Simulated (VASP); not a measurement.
Consider the following.

```
V
1.0
   -1.51500     1.51500     1.51500
    1.51500    -1.51500     1.51500
    1.51500     1.51500    -1.51500
V
1
Direct
  0.00000   0.00000   0.00000
```

These are PW91 GGA, VASP's PBE PAW potentials (set 64) (plane waves; VASP 6.6.1) values and carry that method's errors. Numerical set-up: 520 eV cut-off, 15×15×15 Γ-centred mesh, first-order Methfessel-Paxton smearing of 0.10 eV, potentials V_sv.

Energy and stress use the plane-wave basis of the starting cell.

**Question.** The ions, cell shape and volume are relaxed. Give the cell that the relaxation ends in.

**Answer.** 
```
V
1.0
   -1.49735     1.49735     1.49735
    1.49735    -1.49735     1.49735
    1.49735     1.49735    -1.49735
V
1
Cartesian
  0.00000   0.00000   0.00000
```
Space group Im-3m (229), at a tolerance of 0.03 Å.

**Question.** How do energy and volume change from the first to the last step?

**Answer.** The energy (σ→0) changes by -9.7 meV/atom and the volume by -3.5 %, in 3 ionic steps.

The compound is V in the bcc structure. This run relaxes it. Symmetry was kept, so distortions that lower it aren't found. The run is not spin-polarised, so no magnetic state was tried.
